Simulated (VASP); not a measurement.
The system is SZnBrH, in a box.

```
S Zn Br H
1.0
    11.00000    0.00000    0.00000
     0.00000   14.00000    0.00000
     0.00000    0.00000   11.00000
S Zn Br H
1 1 1 1
Direct
  0.42760 0.60156 0.41739
  0.50087 0.47532 0.50250
  0.57477 0.34313 0.58879
  0.49842 0.65987 0.48395
```

Program: VASP 6.6.1. Alike in all runs: task single point; no spin polarisation; cell as given; k mesh 1 × 1 × 1; smearing gaussian 0.01 eV.

Order these runs on this cell by their band gap on the k mesh, lowest first.
A. level SCAN+D4; potentials or basis VASP PAW PBE potentials, release 64 (S_h, Zn, Br, H_h); cutoff (eV) 900
B. level vdW-DF2; potentials or basis VASP PAW PBE potentials, release 64 (S, Zn, Br, H); cutoff (eV) 520
C. level PBE; potentials or basis VASP PAW PBE potentials, release 64 (S, Zn, Br, H); cutoff (eV) 520

B (3.88 eV), C (4.13 eV), A (4.64 eV).

